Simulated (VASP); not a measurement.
Method: PBE GGA, VASP's PBE PAW potentials (set 64) (plane waves; VASP).

VASP input:

### KPOINTS
```
Automatic mesh
0
Gamma
10 10 10
0 0 0
```

INCAR:
```
# general
SYSTEM  = Ge
PREC    = Accurate
ENCUT   = 480
LREAL   = F
LASPH   = T

# electronic loop
EDIFF   = 1E-7
NELM    = 100
ALGO    = Normal
LMAXMIX = 4

# smearing
ISMEAR  = 1
SIGMA   = 0.1

# functional
GGA     = PE

# ions
IBRION  = 2
NSW     = 40
ISIF    = 3
EDIFFG  = -0.01
PSTRESS = 100

# output
LWAVE   = F
LCHARG  = F
```

### POSCAR
```
Ge
1.0
  0.0000000000   2.7621891470   2.7621891470
  2.7621891470   0.0000000000   2.7621891470
  2.7621891470   2.7621891470   0.0000000000
Ge
2
Cart
  2.7621891470   5.5243782940   2.7621891470
  1.3810945735   1.3810945735   1.3810945735
```

POTCAR, in this order: Ge_d (PBE.64 set). Program: vasp_std.

What VASP printed:

**OUTCAR**
```
 ion  position               nearest neighbor table
   1  0.000  0.000  0.000-   2 2.39   2 2.39   2 2.39   2 2.39
   2  0.250  0.250  0.250-   1 2.39   1 2.39   1 2.39   1 2.39
  LATTYP: Found a face centered cubic cell.
 ALAT       =     5.5243782940
 Subroutine PRICEL returns:
 Original cell was already a primitive cell.
 Subroutine GETGRP returns: Found 48 space group operations
The static configuration has the point symmetry T_d .
 The point group associated with its full space group is O_h .
The dynamic configuration has the point symmetry T_d .
 Subroutine INISYM returns: Found 48 space group operations
 Subroutine IBZKPT returns following result:
 Found     47 irreducible k-points:

 Following reciprocal coordinates:
            Coordinates               Weight
  0.000000  0.000000  0.000000      1.000000
  0.100000  0.000000  0.000000      8.000000
  0.200000  0.000000  0.000000      8.000000
  0.300000  0.000000  0.000000      8.000000
  0.400000  0.000000  0.000000      8.000000
  0.500000  0.000000  0.000000      4.000000
  0.100000  0.100000  0.000000      6.000000
  0.200000  0.100000  0.000000     24.000000
  0.300000  0.100000  0.000000     24.000000
  0.400000  0.100000  0.000000     24.000000
  0.500000  0.100000  0.000000     24.000000
 -0.400000  0.100000  0.000000     24.000000
 -0.300000  0.100000  0.000000     24.000000
 -0.200000  0.100000  0.000000     24.000000
 -0.100000  0.100000  0.000000     12.000000
  0.200000  0.200000  0.000000      6.000000
  0.300000  0.200000  0.000000     24.000000
  0.400000  0.200000  0.000000     24.000000
  0.500000  0.200000  0.000000     24.000000
 -0.400000  0.200000  0.000000     24.000000
 -0.300000  0.200000  0.000000     24.000000
 -0.200000  0.200000  0.000000     12.000000
  0.300000  0.300000  0.000000      6.000000
...
```

**OSZICAR**
```
       N       E                     dE             d eps       ncg     rms          rms(c)
DAV:   1     0.156937982516E+03    0.15694E+03   -0.14808E+04  1728   0.415E+03
DAV:   2     0.103126135192E+02   -0.14663E+03   -0.14428E+03  1700   0.522E+02
DAV:   3    -0.842072151299E+01   -0.18733E+02   -0.18505E+02  1854   0.140E+02
DAV:   4    -0.898013754719E+01   -0.55942E+00   -0.55841E+00  1940   0.281E+01
DAV:   5    -0.898926798365E+01   -0.91304E-02   -0.91296E-02  1894   0.372E+00    0.354E+00
DAV:   6    -0.891749095573E+01    0.71777E-01   -0.27927E-02  1842   0.151E+00    0.211E+00
DAV:   7    -0.887558910235E+01    0.41902E-01   -0.71606E-02  1816   0.242E+00    0.165E-01
DAV:   8    -0.887733497203E+01   -0.17459E-02   -0.64853E-03  1912   0.108E+00    0.697E-02
DAV:   9    -0.887737061189E+01   -0.35640E-04   -0.21553E-04  2110   0.242E-01    0.158E-02
DAV:  10    -0.887738039266E+01   -0.97808E-05   -0.59262E-05  2170   0.143E-01    0.101E-02
DAV:  11    -0.887738053262E+01   -0.13996E-06   -0.92725E-06  2104   0.562E-02    0.137E-03
DAV:  12    -0.887738070446E+01   -0.17184E-06   -0.24017E-07  1590   0.547E-03    0.423E-04
DAV:  13    -0.887738061951E+01    0.84951E-07   -0.41861E-08  1168   0.266E-03
   1 F= -.62466301E+01 E0= -.62466360E+01  d E =-.624663E+01
       N       E                     dE             d eps       ncg     rms          rms(c)
DAV:   1    -0.887214458454E+01    0.52361E-02   -0.42804E-02  2238   0.441E+00    0.330E-01
DAV:   2    -0.886985422317E+01    0.22904E-02   -0.31601E-03  2212   0.122E+00    0.163E-01
DAV:   3    -0.886913430191E+01    0.71992E-03   -0.11958E-03  2252   0.659E-01    0.403E-02
DAV:   4    -0.886909094162E+01    0.43360E-04   -0.14902E-04  2174   0.261E-01    0.827E-03
DAV:   5    -0.886908852454E+01    0.24171E-05   -0.12602E-05  1880   0.733E-02    0.642E-03
DAV:   6    -0.886908907198E+01   -0.54744E-06   -0.86927E-07  2120   0.190E-02    0.246E-04
DAV:   7    -0.886908914694E+01   -0.74961E-07   -0.36763E-08   956   0.331E-03
   2 F= -.62466507E+01 E0= -.62466565E+01  d E =-.205363E-04
       N       E                     dE             d eps       ncg     rms          rms(c)
DAV:   1    -0.887310708047E+01   -0.40180E-02   -0.74817E-03  2236   0.185E+00    0.137E-01
DAV:   2    -0.887271417604E+01    0.39290E-03   -0.54583E-04  2212   0.507E-01    0.680E-02
DAV:   3    -0.887258661089E+01    0.12757E-03   -0.21001E-04  2250   0.276E-01    0.166E-02
DAV:   4    -0.887257479199E+01    0.11819E-04   -0.26185E-05  2174   0.110E-01    0.342E-03
DAV:   5    -0.887257484688E+01   -0.54893E-07   -0.22661E-06  1860   0.312E-02    0.270E-03
DAV:   6    -0.887257459324E+01    0.25364E-06   -0.14567E-07  1008   0.827E-03    0.913E-05
DAV:   7    -0.887257457303E+01    0.20207E-07   -0.19861E-08   848   0.175E-03
   3 F= -.62466762E+01 E0= -.62466821E+01  d E =-.460775E-04
```

OUTCAR:
```
------------------------ aborting loop because EDIFF is reached ----------------------------------------
  FORCE on cell =-STRESS in cart. coord.  units (eV):
  Direction    XX          YY          ZZ          XY          YZ          ZX
  --------------------------------------------------------------------------------------
  Total        2.6293282      2.6293282      2.6293282     -0.0000000      0.0000000     -0.0000000
  in kB      100.1306180    100.1306180    100.1306180     -0.0000000      0.0000000     -0.0000000
  external PRESSURE =       0.1306180 kB  Pullay stress =     100.0000000 kB
  volume of cell :       42.07
      direct lattice vectors                 reciprocal lattice vectors
    -0.000000000  2.760489919  2.760489919    -0.181127269  0.181127269  0.181127269
     2.760489919  0.000000000  2.760489919     0.181127269 -0.181127269  0.181127269
     2.760489919  2.760489919 -0.000000000     0.181127269  0.181127269 -0.181127269
 POSITION                                       TOTAL-FORCE (eV/Angst)
 -----------------------------------------------------------------------------------
      0.00000      0.00000      0.00000         0.000000     -0.000000      0.000000
      1.38024      1.38024      1.38024        -0.000000      0.000000     -0.000000
 -----------------------------------------------------------------------------------
    total drift:                                0.000000      0.000000      0.000000
  FREE ENERGIE OF THE ION-ELECTRON SYSTEM (eV)
  ---------------------------------------------------
  free  energy   TOTEN  =        -8.8725745730 eV

  energy  without entropy=       -8.8725921353  energy(sigma->0) =       -8.87258043
  enthalpy is  TOTEN    =        -6.2466762257 eV   P V=        2.6258983473

 reached required accuracy - stopping structural energy minimisation
```
(Selected blocks of OUTCAR.)

**CONTCAR**
```
Ge
   1.00000000000000
    -0.0000000000000000    2.7604899192775991    2.7604899192775991
     2.7604899192775991    0.0000000000000000    2.7604899192775991
     2.7604899192775991    2.7604899192775991   -0.0000000000000000
  Ge
     2
Direct
     0.0000000000000000    0.0000000000000000    0.0000000000000000
     0.2500000000000000    0.2500000000000000    0.2500000000000000
```

The compound is Ge in the diamond structure. This run relaxes it under an external pressure of 10 GPa. Symmetry was kept, so distortions that lower it aren't found.
